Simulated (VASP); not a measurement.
An input for Quantum ESPRESSO's pw.x (written as the equivalent of a VASP run, and not itself run):

```
&CONTROL
  calculation = 'scf'
  pseudo_dir = './pseudo'
  outdir = './out'
  tprnfor = .true.
  tstress = .true.
/
&SYSTEM
  ibrav = 0
  nat = 2
  ntyp = 2
  ecutwfc = 84
  occupations = 'smearing'
  smearing = 'gaussian'
  degauss = 0.003675
  input_dft = 'pbe'
/
&ELECTRONS
  conv_thr = 7.3e-08
  electron_maxstep = 100
/
ATOMIC_SPECIES
  S 32.060 S.upf
  Ru 101.070 Ru.upf
CELL_PARAMETERS angstrom
     0.0000000    2.4675580    2.4675580
     2.4675580    0.0000000    2.4675580
     2.4675580    2.4675580    0.0000000
ATOMIC_POSITIONS crystal
  S    0.0000000  0.0000000  0.0000000
  Ru   0.5000000  0.5000000  0.5000000
K_POINTS automatic
  2 2 2 0 0 0
```

Write the VASP files for the same calculation (PBE).

One answer among several that fit: 
### INCAR
```
SYSTEM  =  RuS
PREC  =  Accurate; ENCUT  =  300; LREAL  =  .FALSE.
LASPH  =  .TRUE.
EDIFF  =  1E-6; NELM  =  100; ALGO  =  Normal
LMAXMIX  =  4
ISMEAR  =  0; SIGMA  =  0.05
GGA  =  PE
ISIF  =  2
LWAVE  =  .FALSE.; LCHARG  =  .FALSE.
```

KPOINTS:
```
Regular mesh
0
G
2 2 2
0 0 0
```

**POSCAR**
```
RuS
1
    0.0000000000     2.4675580000     2.4675580000
    2.4675580000     0.0000000000     2.4675580000
    2.4675580000     2.4675580000     0.0000000000
S Ru
1 1
Direct
  0.0000000000   0.0000000000   0.0000000000
  0.5000000000   0.5000000000   0.5000000000
```

POTCAR, in this order: S Ru_pv (PBE.64 set). Program: vasp_std.

The two are equivalent in intent, not identical: the potentials are each code's own (VASP's PAW set, PseudoDojo norm-conserving files in pw.x), so ENCUT and ecutwfc are chosen apart and not converted; conv_thr bounds pw.x's estimated SCF error, while EDIFF bounds the energy change between steps.

The structure was generated: RuS was put into an ordered model structure, which need not be its known phase. The cell was not relaxed at this level. The k-mesh is coarse (spacing up to 1.10 per Å, 2π included), so the numbers may not be converged in it. The run is one of a series of settings (KPOINTS 2×2×2 Γ-centred mesh against the base run), some of them coarse on purpose.
